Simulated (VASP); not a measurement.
# RbOsCl3: structure and properties in VASP, part 2 of 5

Wanted: the relaxed cell of RbOsCl3 and its properties. The cell is invented: it takes the structure of a Materials Project entry for RbPdCl3 (space group 221 there), with some of its atoms replaced by other elements, volume scaled by an estimate. It may not be a known or stable phase. Left out of this account: 1 further run (relaxation: a spoilt try).

VASP 6.6.1, plane waves and PAW; the level of theory is named at each step.

Still holding for the runs below: This run has no spin polarisation, although Os can carry a moment. The k-mesh is coarse for a metal.

So far. Step 2 (Rough relaxation of the start cell): It ends with forces that vanish by symmetry and a pressure of -0.18 GPa.

**3. Relaxing cell and atoms (RPBE)**

Level of this step: RPBE, no spin polarisation; plane waves and PAW (Os, Rb_sv, Cl); invented cell (VASP).

Properties are meant for the cell that this level of theory prefers, so cell and atoms are relaxed first (ISIF = 3) until forces and stress are small; EDIFFG sets the threshold.

INCAR reads:

```
SYSTEM = RbOsCl3
PREC = Accurate
ENCUT = 400
EDIFF = 1E-06
NELM = 100
ISMEAR = -1
SIGMA = 0.05
LREAL = .FALSE.
ALGO = Normal
GGA = RP
NBANDS = 25
LORBIT = 11
LWAVE = .FALSE.
LCHARG = .FALSE.
KPAR = 2
IBRION = 2
NSW = 60
ISIF = 3
EDIFFG = -0.01
```

POSCAR reads:

```
RbOsCl3
1.0
    5.0089868456      0.0000000000      0.0000000000
    0.0000000000      5.0089868456      0.0000000000
    0.0000000000      0.0000000000      5.0089868456
Os Rb Cl
1 1 3
Direct
    0.5000000000      0.5000000000      0.5000000000
    0.0000000000      0.0000000000      0.0000000000
    0.0000000000      0.5000000000      0.5000000000
    0.5000000000      0.0000000000      0.5000000000
    0.5000000000      0.5000000000      0.0000000000
```

KPOINTS reads:

```
Automatic mesh
0
Gamma
5 5 5
0 0 0
```

Potentials, in the order of the species: Os, Rb_sv and Cl (PBE family, release 64).

Command:

```console
$ mpirun -np 2 vasp_std
```

The log of the run:

```text
[banner, memory and clock lines left out]
running    2 mpi-ranks, on    1 nodes
 distrk:  each k-point on    1 cores,    2 groups
 distr:  one band on    1 cores,    1 groups

 POSCAR found type information on POSCAR OsRbCl
 POSCAR found :  3 types and       5 ions
 [... a notice as in an earlier step ...]

 LDA part: xc-table for (Slater+PW92), standard interpolation
 POSCAR, INCAR and KPOINTS ok, starting setup
 FFT: planning ... GRIDC
 FFT: planning ... GRID_SOFT
 FFT: planning ... GRID
 WAVECAR not read
 entering main loop
       N       E                     dE             d eps       ncg     rms          rms(c)
DAV:   1     0.221782911029E+03    0.22178E+03   -0.15288E+04   500   0.111E+03
DAV:   2    -0.418594874503E+01   -0.22597E+03   -0.22187E+03   686   0.272E+02
DAV:   3    -0.188566488362E+02   -0.14671E+02   -0.14595E+02   654   0.682E+01
DAV:   4    -0.192555299997E+02   -0.39888E+00   -0.39852E+00   783   0.114E+01
DAV:   5    -0.192611865100E+02   -0.56565E-02   -0.56545E-02   644   0.122E+00    0.147E+01
DAV:   6    -0.185462590849E+02    0.71493E+00   -0.30326E+00   683   0.921E+00    0.822E+00
DAV:   7    -0.185584657563E+02   -0.12207E-01   -0.18737E-01   606   0.292E+00    0.452E+00
DAV:   8    -0.185719660119E+02   -0.13500E-01   -0.36772E-02   580   0.124E+00    0.339E-01
DAV:   9    -0.185723346918E+02   -0.36868E-03   -0.31312E-03   716   0.340E-01    0.222E-01
DAV:  10    -0.185732396754E+02   -0.90498E-03   -0.16909E-03   546   0.272E-01    0.577E-02
DAV:  11    -0.185732970290E+02   -0.57354E-04   -0.11666E-04   643   0.735E-02    0.271E-02
DAV:  12    -0.185733144843E+02   -0.17455E-04   -0.24122E-05   531   0.312E-02    0.842E-03
DAV:  13    -0.185733173528E+02   -0.28685E-05   -0.37672E-06   570   0.123E-02    0.484E-03
DAV:  14    -0.185733178561E+02   -0.50332E-06   -0.70146E-07   379   0.550E-03
   1 F= -.18573318E+02 E0= -.18558137E+02  d E =-.185733E+02
 curvature:   0.00 expect dE= 0.000E+00 dE for cont linesearch  0.000E+00
 trial: gam= 0.00000 g(F)=  0.000E+00 g(S)=  0.879E-03 ort = 0.000E+00 (trialstep = 0.100E+01)
 search vector abs. value=  0.879E-03
 bond charge predicted
       N       E                     dE             d eps       ncg     rms          rms(c)
DAV:   1    -0.185787275363E+02   -0.54102E-02   -0.11614E-01   526   0.189E+00    0.455E-01
DAV:   2    -0.185746315001E+02    0.40960E-02   -0.77496E-03   582   0.474E-01    0.205E-01
DAV:   3    -0.185737074176E+02    0.92408E-03   -0.31560E-03   639   0.287E-01    0.915E-02
DAV:   4    -0.185737362987E+02   -0.28881E-04   -0.11739E-04   724   0.471E-02    0.357E-02
DAV:   5    -0.185737505567E+02   -0.14258E-04   -0.17346E-05   859   0.241E-02    0.920E-03
DAV:   6    -0.185737544178E+02   -0.38611E-05   -0.11326E-06   419   0.738E-03    0.380E-03
DAV:   7    -0.185737547838E+02   -0.36597E-06   -0.31784E-07   332   0.370E-03
   2 F= -.18573755E+02 E0= -.18558866E+02  d E =-.436928E-03
 trial-energy change:   -0.000437  1 .order   -0.000430   -0.000879    0.000020
 step:   0.9787(harm=  0.9777)  dis= 0.00000  next Energy=   -18.573755 (dE=-0.437E-03)
 reached required accuracy - stopping structural energy minimisation
```

Wall time 22 s (2 MPI ranks of Intel Xeon Platinum 8488C (Sapphire Rapids), shared host); peak memory 0.42 GiB.

OUTCAR, selected parts (step 3):

```text
  LATTYP: Found a simple cubic cell.
 ALAT       =     5.0089868456

The static configuration has the point symmetry O_h .

 Found     10 irreducible k-points:

   dimension x,y,z NGX =    36 NGY =   36 NGZ =   36
   dimension x,y,z NGXF=    72 NGYF=   72 NGZF=   72

   ENCUT  =  400.0 eV  29.40 Ry    5.42 a.u.   8.17  8.17  8.17*2*pi/ulx,y,z

   NELECT =      38.0000    total number of electrons

 E-fermi :   3.0939

 k-point     1 :       0.0000    0.0000    0.0000
  band No.  band energies     occupation
    ...
     17       1.6308      2.00000
     18       1.6308      2.00000
     19       1.6308      2.00000
     20       2.5730      1.99994
     21       2.5730      1.99994
     22       4.5033      0.00000
     23       6.7294      0.00000
     24       7.7460      0.00000
     25       7.7460      0.00000

 k-point     2 :       0.2000    0.0000    0.0000
  band No.  band energies     occupation
    ...
     17       1.6412      2.00000
     18       2.1280      2.00000
     19       2.1280      2.00000
     20       2.5749      1.99994
     21       3.1469      0.51445
     22       5.4897      0.00000
     23       7.2182      0.00000
     24       8.0858      0.00000
     25       8.1680      0.00000

  Total        0.0039724      0.0039724      0.0039724     -0.0000000      0.0000000      0.0000000
  in kB        0.0508989      0.0508989      0.0508989     -0.0000000      0.0000000      0.0000000
  external PRESSURE =       0.0508989 kB  Pullay stress =       0.0000000 kB

  energy-cutoff  :      400.00
  volume of cell :      125.04
      direct lattice vectors                 reciprocal lattice vectors
     5.000564055  0.000000000  0.000000000     0.199977440  0.000000000 -0.000000000
    -0.000000000  5.000564055  0.000000000    -0.000000000  0.199977440  0.000000000
     0.000000000 -0.000000000  5.000564055    -0.000000000 -0.000000000  0.199977440

 POSITION                                       TOTAL-FORCE (eV/Angst)
 -----------------------------------------------------------------------------------
      2.50028      2.50028      2.50028         0.000000     -0.000000      0.000000
      0.00000      0.00000      0.00000         0.000000      0.000000      0.000000
      0.00000      2.50028      2.50028        -0.000000     -0.000000      0.000000
      2.50028     -0.00000      2.50028         0.000000     -0.000000      0.000000
      2.50028      2.50028      0.00000         0.000000      0.000000      0.000000
 -----------------------------------------------------------------------------------
    total drift:                                0.000000      0.000000      0.000000

  FREE ENERGIE OF THE ION-ELECTRON SYSTEM (eV)
  ---------------------------------------------------
  free  energy   TOTEN  =       -18.5737547838 eV

  energy  without entropy=      -18.5439773272  energy(sigma->0) =      -18.55886606

 total charge
# of ion       s       p       d       tot
------------------------------------------
    1        0.393   0.333   6.042   6.767
    2        1.937   5.362   0.015   7.314
    3        1.600   3.515   0.000   5.115
    4        1.600   3.515   0.000   5.115
    5        1.600   3.515   0.000   5.115
--------------------------------------------------
tot          7.131  16.240   6.057  29.427

[... 3 parts as in an earlier step ...]

[... 7 further parts left out ...]
```

CONTCAR:

```
RbOsCl3
   1.00000000000000
     5.0005640553579802    0.0000000000000000    0.0000000000000000
    -0.0000000000000000    5.0005640553579802    0.0000000000000000
     0.0000000000000000   -0.0000000000000000    5.0005640553579802
  Os              Rb              Cl
     1     1     3
Direct
     0.5000000000000000    0.5000000000000000    0.5000000000000000
     0.0000000000000000    0.0000000000000000    0.0000000000000000
     0.0000000000000000    0.5000000000000000    0.5000000000000000
     0.5000000000000000    0.0000000000000000    0.5000000000000000
     0.5000000000000000    0.5000000000000000    0.0000000000000000
```

Relaxation path:

| step | energy less that of the first step (eV) | largest force (eV/Å) | pressure (GPa) | volume (Å³) |
| --- | --- | --- | --- | --- |
| 1 | 0.0000 | 0.0000 | -0.22 | 125.68 |
| 2 | -0.0004 | 0.0000 | 0.01 | 125.04 |

| conventional cell, symmetrised | before | after | change |
| --- | --- | --- | --- |
| a (Å) | 5.009 | 5.001 | -0.2 % |
| b (Å) | 5.009 | 5.001 | -0.2 % |
| c (Å) | 5.009 | 5.001 | -0.2 % |
| volume (Å³/atom) | 25.14 | 25.01 | -0.5 % |

Final coordinates:

```cif
data_structure
_symmetry_space_group_name_H-M 'P 1'
_symmetry_Int_Tables_number 1
_cell_length_a 5.0006
_cell_length_b 5.0006
_cell_length_c 5.0006
_cell_angle_alpha 90.000
_cell_angle_beta 90.000
_cell_angle_gamma 90.000
_cell_volume 125.04
loop_
_atom_site_label
_atom_site_type_symbol
_atom_site_fract_x
_atom_site_fract_y
_atom_site_fract_z
_atom_site_occupancy
Os1 Os 0.50000 0.50000 0.50000 1
Rb2 Rb 0.00000 0.00000 0.00000 1
Cl3 Cl 0.00000 0.50000 0.50000 1
Cl4 Cl 0.50000 0.00000 0.50000 1
Cl5 Cl 0.50000 0.50000 0.00000 1
```

Numbers from this step:

- free energy (TOTEN): -18.57 eV
- energy at zero smearing: -18.56 eV
- Fermi energy: 3.094 eV
- pressure: 0.005090 GPa
- SCF cycles over all ionic steps: 21

It ends with forces that vanish by symmetry and a pressure of 0.01 GPa.

**4. Single point with fields (RPBE)**

The relaxed cell gets a fresh self-consistent run, on a basis set for its own volume, to fix the density and to check the remaining stress.

INCAR, as its differences from that of step 3:

```diff
@@ -13,7 +13,5 @@
 LWAVE = .FALSE.
-LCHARG = .FALSE.
-KPAR = 2
-IBRION = 2
-NSW = 60
-ISIF = 3
-EDIFFG = -0.01
+LCHARG = .TRUE.
+ISIF = 2
+LELF = .TRUE.
+LVHAR = .TRUE.
```

POSCAR, as its differences from that of step 3:

```diff
@@ -2,5 +2,5 @@
 1.0
-    5.0089868456      0.0000000000      0.0000000000
-    0.0000000000      5.0089868456      0.0000000000
-    0.0000000000      0.0000000000      5.0089868456
+    5.0005640554      0.0000000000      0.0000000000
+    0.0000000000      5.0005640554      0.0000000000
+    0.0000000000      0.0000000000      5.0005640554
 Os Rb Cl
```

KPOINTS is that of step 3.

Command:

```console
$ mpirun -np 2 vasp_std
```

The log of the run:

```text
[banner, memory and clock lines left out]
running    2 mpi-ranks, on    1 nodes
 distrk:  each k-point on    2 cores,    1 groups
 distr:  one band on    1 cores,    2 groups

 POSCAR found type information on POSCAR OsRbCl
 POSCAR found :  3 types and       5 ions
 [... a notice as in an earlier step ...]

 LDA part: xc-table for (Slater+PW92), standard interpolation
|                                                                             |
|           W    W    AA    RRRRR   N    N  II  N    N   GGGG   !!!           |
|           W    W   A  A   R    R  NN   N  II  NN   N  G    G  !!!           |
|           W    W  A    A  R    R  N N  N  II  N N  N  G       !!!           |
|           W WW W  AAAAAA  RRRRR   N  N N  II  N  N N  G  GGG   !            |
|           WW  WW  A    A  R   R   N   NN  II  N   NN  G    G                |
|           W    W  A    A  R    R  N    N  II  N    N   GGGG   !!!           |
|                                                                             |
|     The number of bands has been changed from the values supplied in        |
|     The orbitals not found in the WAVECAR file will be initialized with     |
|     random numbers, which is usually adequate. For correlated               |
|     calculations, however, you should redo the groundstate calculation.     |
|     I found NBANDS = 25. Now, NBANDS = 26.                                  |
|                                                                             |

 POSCAR, INCAR and KPOINTS ok, starting setup
 FFT: planning ... GRIDC
 FFT: planning ... GRID_SOFT
 FFT: planning ... GRID
 WAVECAR not read
 entering main loop
       N       E                     dE             d eps       ncg     rms          rms(c)
DAV:   1     0.219840401096E+03    0.21984E+03   -0.15285E+04   520   0.107E+03
DAV:   2    -0.331680026652E+01   -0.22316E+03   -0.21811E+03   698   0.267E+02
DAV:   3    -0.188847312200E+02   -0.15568E+02   -0.15385E+02   702   0.667E+01
DAV:   4    -0.192507589326E+02   -0.36603E+00   -0.36560E+00   746   0.108E+01
DAV:   5    -0.192560684799E+02   -0.53095E-02   -0.53087E-02   702   0.115E+00    0.149E+01
DAV:   6    -0.185459990959E+02    0.71007E+00   -0.29104E+00   710   0.884E+00    0.831E+00
DAV:   7    -0.185587461495E+02   -0.12747E-01   -0.19123E-01   652   0.284E+00    0.455E+00
DAV:   8    -0.185720692965E+02   -0.13323E-01   -0.35833E-02   616   0.119E+00    0.341E-01
DAV:   9    -0.185724606850E+02   -0.39139E-03   -0.30576E-03   732   0.327E-01    0.226E-01
DAV:  10    -0.185733555497E+02   -0.89486E-03   -0.16534E-03   568   0.260E-01    0.546E-02
DAV:  11    -0.185734123081E+02   -0.56758E-04   -0.10887E-04   658   0.688E-02    0.264E-02
DAV:  12    -0.185734304461E+02   -0.18138E-04   -0.25542E-05   568   0.307E-02    0.852E-03
DAV:  13    -0.185734331682E+02   -0.27221E-05   -0.34770E-06   604   0.114E-02    0.513E-03
DAV:  14    -0.185734336930E+02   -0.52476E-06   -0.74274E-07   440   0.544E-03
   1 F= -.18573434E+02 E0= -.18558544E+02  d E =-.297791E-01
```

Elapsed: 15 s, on 2 MPI ranks; peak memory 0.33 GiB.

Parts of OUTCAR (step 4):

```text
  LATTYP: Found a simple cubic cell.
 ALAT       =     5.0005640554

The static configuration has the point symmetry O_h .

 Found     10 irreducible k-points:

   k-points           NKPTS =     10   k-points in BZ     NKDIM =     10   number of bands    NBANDS=     26

   ENCUT  =  400.0 eV  29.40 Ry    5.42 a.u.   8.15  8.15  8.15*2*pi/ulx,y,z

   NELECT =      38.0000    total number of electrons

 E-fermi :   3.0939

 k-point     1 :       0.0000    0.0000    0.0000
  band No.  band energies     occupation
    ...
     17       1.6307      2.00000
     18       1.6307      2.00000
     19       1.6307      2.00000
     20       2.5729      1.99994
     21       2.5729      1.99994
     22       4.5032      0.00000
     23       6.7291      0.00000
     24       7.7456      0.00000
     25       7.7456      0.00000
     26       9.6056      0.00000

 k-point     2 :       0.2000    0.0000    0.0000
  band No.  band energies     occupation
    ...
     17       1.6411      2.00000
     18       2.1280      2.00000
     19       2.1280      2.00000
     20       2.5749      1.99994
     21       3.1469      0.51453
     22       5.4896      0.00000
     23       7.2180      0.00000
     24       8.0854      0.00000
     25       8.1677      0.00000
     26       9.5865      0.00000

  Total        0.0043303      0.0043303      0.0043303      0.0000000     -0.0000000      0.0000000
  in kB        0.0554844      0.0554844      0.0554844      0.0000000     -0.0000000      0.0000000
  external PRESSURE =       0.0554844 kB  Pullay stress =       0.0000000 kB

  energy-cutoff  :      400.00
  volume of cell :      125.04
      direct lattice vectors                 reciprocal lattice vectors
     5.000564055  0.000000000  0.000000000     0.199977440  0.000000000  0.000000000
     0.000000000  5.000564055  0.000000000     0.000000000  0.199977440  0.000000000
     0.000000000  0.000000000  5.000564055     0.000000000  0.000000000  0.199977440

 POSITION                                       TOTAL-FORCE (eV/Angst)
 -----------------------------------------------------------------------------------
      2.50028      2.50028      2.50028         0.000000      0.000000      0.000000
      0.00000      0.00000      0.00000         0.000000      0.000000      0.000000
      0.00000      2.50028      2.50028         0.000000      0.000000      0.000000
      2.50028      0.00000      2.50028         0.000000      0.000000      0.000000
      2.50028      2.50028      0.00000         0.000000      0.000000      0.000000
 -----------------------------------------------------------------------------------
    total drift:                                0.000000      0.000000      0.000000

  FREE ENERGIE OF THE ION-ELECTRON SYSTEM (eV)
  ---------------------------------------------------
  free  energy   TOTEN  =       -18.5734336930 eV

  energy  without entropy=      -18.5436546156  energy(sigma->0) =      -18.55854415

 total charge
# of ion       s       p       d       tot
------------------------------------------
    1        0.393   0.333   6.042   6.767
    2        1.937   5.362   0.015   7.314
    3        1.600   3.515   0.000   5.115
    4        1.600   3.515   0.000   5.115
    5        1.600   3.515   0.000   5.115
--------------------------------------------------
tot          7.131  16.239   6.057  29.427

[... 3 parts as in an earlier step ...]

[... 6 further parts left out ...]
```

Numbers from this step:

```
SCF cycles : 14
bands      : 26
pressure   : 0.005548 GPa
```

Valence electrons inside each PAW sphere by angular momentum. Sphere charges, by row:

| atom | s (e) | p (e) | d (e) | tot (e) |
| --- | --- | --- | --- | --- |
| Os1 | 0.393 | 0.333 | 6.042 | 6.767 |
| Rb2 | 1.937 | 5.362 | 0.015 | 7.314 |
| Cl3 | 1.6 | 3.515 | 0 | 5.115 |
| Cl4 | 1.6 | 3.515 | 0 | 5.115 |
| Cl5 | 1.6 | 3.515 | 0 | 5.115 |

ELF in the ac plane at fractional y = 0.500, with atoms of Os and Cl within 0.2 Å of it. It is the smooth field of the valence electrons, not physical close to the nuclei.

Ten even steps from '0' (0.00) to '9' (0.89), each cell a mean:
```
00169976998300
00027998985100
42003577641013
87311222221158
99622310232489
89842200122699
47851000002786
68841100012797
99732310232599
98522211221379
74102345421026
20015788863001
00048987997200
00279964898400
```
Columns run along a (5.0 Å), rows up along c (5.0 Å). Atoms in or near the plane, at fractional coordinates: Os at (0.50, 0.50), Cl at (0.00, 0.50), Cl at (0.50, 0.00).

Electrostatic potential energy in the ac plane at fractional y = 0.500, with atoms of Os and Cl within 0.2 Å of it. With pseudopotentials it is smooth inside the atoms' cores, unlike the true potential.

Ten even steps from '_' (-88 eV) to '@' (4 eV), each cell a mean:
```
@@@@@@@@@@++____::##@@@@@@@@
@@@@@@@@@@%%++==**@@@@@@@@@@
@@@@@@@@@@@@%%%%@@@@@@@@@@@@
@@@@@@@@@@@@%%%%@@@@@@@@@@@@
##%%@@@@@@%%######%%@@@@@@##
..==%%@@%%##**++**##@@@@**::
__..##@@%%**++++++##%%%%==__
__::##@@%%**++++**##%%%%++__
==**@@@@@@##****##%%@@@@%%++
@@@@@@@@@@@@%%%%%%@@@@@@@@@@
@@@@@@@@@@@@@@@@@@@@@@@@@@@@
@@@@@@@@@@@@####%%@@@@@@@@@@
@@@@@@@@@@**::..==%%@@@@@@@@
@@@@@@@@@@==____..##@@@@@@@@
```
Columns run along a (5.0 Å; values clipped at the 3rd and 97th percentile), rows up along c (5.0 Å). Atoms in or near the plane, at fractional coordinates: Os at (0.50, 0.50), Cl at (0.00, 0.50), Cl at (0.50, 0.00).

Valence density in the ac plane at fractional y = 0.500, with atoms of Os and Cl within 0.2 Å of it. It is the smooth field of the valence electrons, not physical close to the nuclei.

Ten even steps from '_' (0.0 e/Å³) to '@' (2.0 e/Å³), each cell a mean:
```
________::**##++##==..______
________..--****++::________
__________..::--::..________
....______....::....______..
++--......::------......::==
####--..::==******--..::++##
::##++::::==%%@@**--::--**++
++##==::::==##%%**--..::**##
##++::....--======::....--**
::::..____..::::::..____..::
__________..::::....________
________..::==++--..________
________::++######--..______
________::##++::##++..______
```
Columns run along a (5.0 Å), rows up along c (5.0 Å). Atoms in or near the plane, at fractional coordinates: Os at (0.50, 0.50), Cl at (0.00, 0.50), Cl at (0.50, 0.00).

In this run the pressure is 0.01 GPa, small enough to go on.

(Continued in part 3 of 5.)

[Lines on the potential files, build, host, timing and source positions are cut from VASP's logs without a mark.]

[Logs are printed without paths, hosts, clocks, repeated set-up lines and the standing remarks that a program may print on its own settings, such as how far it seeks lower states.]

[Hosts, paths, dates, database ids (printed as entryN), source tags and the programs' standing remarks are cut or masked in the printed files.]

[A measured line is paired with the nearest computed mode of its activity, which favours agreement.]
